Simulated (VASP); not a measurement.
Consider the following.

```
C
1.0
    1.22141    -2.11555     0.00000
    1.22141     2.11555     0.00000
    0.00000     0.00000     6.51895
C
4
Direct
  0.00000   0.00000   0.25000
  0.00000   0.00000   0.75000
  0.33333   0.66667   0.25000
  0.66667   0.33333   0.75000
```

Computed with optB86b-vdW, VASP's PBE PAW potentials (set 64) (plane waves; VASP 6.6.1). Settings: 520 eV cut-off, 10×10×4 Γ-centred mesh, Gaussian smearing of 0.050 eV, potentials C.

Q: The ions and cell shape at fixed volume are relaxed. Predict the relaxed structure.

A: 
```
C
1.0
    1.23186    -2.13364     0.00000
    1.23186     2.13364     0.00000
    0.00000     0.00000     6.40888
C
4
Cartesian
  0.00000   0.00000   1.60222
  0.00000   0.00000   4.80666
  1.23186   0.71121   1.60222
  1.23186  -0.71121   4.80666
```
Space group P6_3/mmc (194), at a tolerance of 0.03 Å.

Q: How much energy does the relaxation gain?

A: The energy (σ→0) changes by -5.5 meV/atom, in 3 ionic steps.

```csv
step,E(σ→0) (eV),max force (eV/Å),pressure (GPa),volume (Å³)
1,-32.5228,0.000,9.00,33.69
2,-32.5435,0.000,0.14,33.69
3,-32.5447,0.000,1.76,33.69
```

The compound is C in the graphite structure. This cell is one point of a volume scan, at 0.97 of the reference volume. Symmetry was kept, so distortions that lower it aren't found.
